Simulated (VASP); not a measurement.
These are revPBE GGA, VASP's PBE PAW potentials (set 64) (plane waves; VASP) values and carry that method's errors.

VASP ran on this input.

File KPOINTS:
```
k-points along high-symmetry lines
15
Line-mode
Reciprocal
  0.000000   0.000000   0.000000 ! GAMMA
  0.000000   0.500000   0.000000 ! X

  0.000000   0.500000   0.000000 ! X
  0.500000   0.500000   0.000000 ! M

  0.500000   0.500000   0.000000 ! M
  0.000000   0.000000   0.000000 ! GAMMA

  0.000000   0.000000   0.000000 ! GAMMA
  0.500000   0.500000   0.500000 ! R

  0.500000   0.500000   0.500000 ! R
  0.000000   0.500000   0.000000 ! X

  0.500000   0.500000   0.500000 ! R
  0.500000   0.500000   0.000000 ! M
```

File POSCAR:
```
CsSnI3
6.3565620
  0.9999999842   0.0000000000   0.0000000000
  0.0000000000   0.9999999842   0.0000000000
  0.0000000000   0.0000000000   0.9999999842
Cs Sn I
1 1 3
Cart
  0.0000000000   0.0000000000   0.0000000000
  0.4999999921   0.4999999921   0.4999999921
  0.4999999921   0.0000000000   0.4999999921
  0.0000000000   0.4999999921   0.4999999921
  0.4999999921   0.4999999921   0.0000000000
```

INCAR:
```
NELM = 100   ! most electronic steps
ICHARG = 11   ! fixed density
LASPH = .True.
LORBIT = 11
EDIFF = 1E-7
ALGO = Normal
GGA = RE
ENCUT = 520   ! plane-wave cut-off (eV)
PREC = Accurate
SIGMA = 0.05   ! width (eV)
LCHARG = .False.
LREAL = .False.   ! projection in real space or not
SYSTEM = CsSnI3
ISMEAR = 0   ! Gaussian
LMAXMIX = 4
LWAVE = .False.
```

POTCAR, in this order: Cs_sv Sn_d I (PBE.64 set). Program: vasp_std. Read from the step before: CHGCAR.

The resulting files:

File OSZICAR:
```
       N       E                     dE             d eps       ncg     rms          rms(c)
DAV:   1     0.354215705010E+03    0.35422E+03   -0.18259E+04  4680   0.152E+03
DAV:   2     0.315819943037E+02   -0.32263E+03   -0.31591E+03  5720   0.302E+02
DAV:   3    -0.106135977324E+02   -0.42196E+02   -0.41432E+02  5602   0.120E+02
DAV:   4    -0.123526639908E+02   -0.17391E+01   -0.17259E+01  5692   0.278E+01
DAV:   5    -0.124096205179E+02   -0.56957E-01   -0.56938E-01  7276   0.505E+00
DAV:   6    -0.124100493085E+02   -0.42879E-03   -0.42877E-03  5882   0.402E-01
DAV:   7    -0.124100698665E+02   -0.20558E-04   -0.20558E-04  7346   0.819E-02
DAV:   8    -0.124100700422E+02   -0.17572E-06   -0.17569E-06  5852   0.759E-03
DAV:   9    -0.124100700476E+02   -0.53960E-08   -0.53998E-08  4412   0.148E-03
   1 F= -.12410070E+02 E0= -.12410070E+02  d E =-.957350E-15
```

OUTCAR:
```
 val. band max:        2.1555917558   @ k =   0.5000   0.5000   0.5000

 cond. band min:       2.7798716035   @ k =   0.5000   0.5000   0.5000



 k-point     1 :       0.0000    0.0000    0.0000
  band No.  band energies     occupation
      1     -19.9555      2.00000
      2     -19.8465      2.00000
      3     -19.8465      2.00000
      4     -19.8374      2.00000
      5     -19.8374      2.00000
      6     -19.8374      2.00000
      7     -10.5306      2.00000
      8      -9.9475      2.00000
      9      -9.9475      2.00000
     10      -6.7408      2.00000
     11      -6.7408      2.00000
     12      -6.7408      2.00000
     13      -3.8747      2.00000
     14      -1.9424      2.00000
     15      -1.9424      2.00000
     16      -1.9424      2.00000
     17       0.2378      2.00000
     18       0.2378      2.00000
     19       0.2378      2.00000
     20       0.3608      2.00000
     21       0.3608      2.00000
     22       0.3608      2.00000
     23       4.8884      0.00000
     24       5.8834      0.00000
     25       5.8837      0.00000
     26       6.1494      0.00000

 k-point     2 :       0.0000    0.0357    0.0000
  band No.  band energies     occupation
      1     -19.9555      2.00000
      2     -19.8465      2.00000
      3     -19.8465      2.00000
      4     -19.8374      2.00000
      5     -19.8374      2.00000
      6     -19.8374      2.00000
      7     -10.5292      2.00000
      8      -9.9491      2.00000
      9      -9.9475      2.00000
     10      -6.7407      2.00000
     11      -6.7407      2.00000
     12      -6.7406      2.00000
     13      -3.8896      2.00000
     14      -1.9412      2.00000
     15      -1.9412      2.00000
     16      -1.9169      2.00000
     17       0.2360      2.00000
     18       0.2360      2.00000
     19       0.2362      2.00000
     20       0.3588      2.00000
     21       0.3588      2.00000
     22       0.3593      2.00000
     23       4.9002      0.00000
...
```

The density is held fixed in this step, so its total energy and stress have no physical meaning. Unless said otherwise, spin-orbit coupling is left out, though it shifts the bands of the heavy elements here.

The compound is CsSnI3 in the cubic perovskite structure, the ideal cubic form; the compound distorts at low or room temperature. It was relaxed first, which changed the volume by +7 %.
